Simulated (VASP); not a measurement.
# Sn: relaxation of cell and atoms with PBEsol

Sn:

```
Sn
1.0
     0.00000    3.23334    3.23334
     3.23334    0.00000    3.23334
     3.23334    3.23334    0.00000
Sn
2
Direct
  0.00000 0.00000 0.00000
  0.25000 0.25000 0.25000
```

This isn't the form of Sn at room conditions, which is tetragonal (white tin).

| Item | Value |
| --- | --- |
| Program | VASP 6.6.1 |
| Task | relaxation of cell and atoms |
| Functional | PBEsol |
| Potentials or basis | VASP PAW PBE potentials, release 64 (Sn_d) |
| Cutoff | 600 eV |
| k mesh | 10 × 10 × 10 |
| Occupations | gaussian, width 0.03 eV |
| Spin | no spin polarisation |
| Further INCAR settings | ALGO = Normal; EDIFF = 1e-06; IBRION = 2; EDIFFG = -0.01; NSW = 90; ISIF = 3 |

```json
{"Relaxed volume": "34.92 Å³/atom", "Relaxed cell": "a = 4.622 Å, b = 4.622 Å, c = 4.622 Å, α = 60.00°, β = 60.00°, γ = 60.00°", "Space group after relaxing (to 0.05 Å)": "Fd-3m (No. 227)", "Energy gained by relaxing": "4.9 meV/atom", "Ionic steps": "3", "Pressure after relaxing": "0.0 GPa", "Band gap on the k mesh": "none (metal or under the smearing width)"}
```

Step by step:
| step | energy change (eV) | largest force (eV/Å) | pressure (GPa) | volume (Å³) |
| --- | --- | --- | --- | --- |
| 1 | 0.0000 | 0.0000 | 1.47 | 67.61 |
| 2 | -0.0086 | 0.0000 | -0.46 | 70.69 |
| 3 | -0.0099 | 0.0000 | 0.00 | 69.84 |

Final structure:
```
Sn
1.0
     0.00000    3.26858    3.26858
     3.26858    0.00000    3.26858
     3.26858    3.26858    0.00000
Sn
2
Cartesian
  0.0000 0.0000 0.0000
  1.6343 1.6343 1.6343
```

Levels at points of the mesh, in eV from the Fermi level:
| k point | band 11 | band 12 | band 13 | band 14 | band 15 | band 16 | band 17 | band 18 |
| --- | --- | --- | --- | --- | --- | --- | --- | --- |
| (0.00, 0.00, 0.00) | -10.41 | -0.77 | 0.16 | 0.16 | 0.16 | 2.22 | 2.22 | 2.22 |
| (0.50, 0.00, 0.00) | -8.83 | -6.16 | -1.01 | -1.01 | -0.03 | 3.28 | 3.28 | 5.62 |
| (0.50, 0.50, 0.00) | -7.38 | -7.38 | -2.32 | -2.32 | 0.86 | 0.86 | 7.65 | 7.65 |

It took 56 s on 1 thread of Intel(R) Xeon(R) 6975P-C (Granite Rapids), on a shared host, peak memory 0.27 GiB.

Caveat: the PAW data sets were made with another functional, which shifts forces and pressure a little. Zero-point motion and thermal expansion aren't in these numbers.
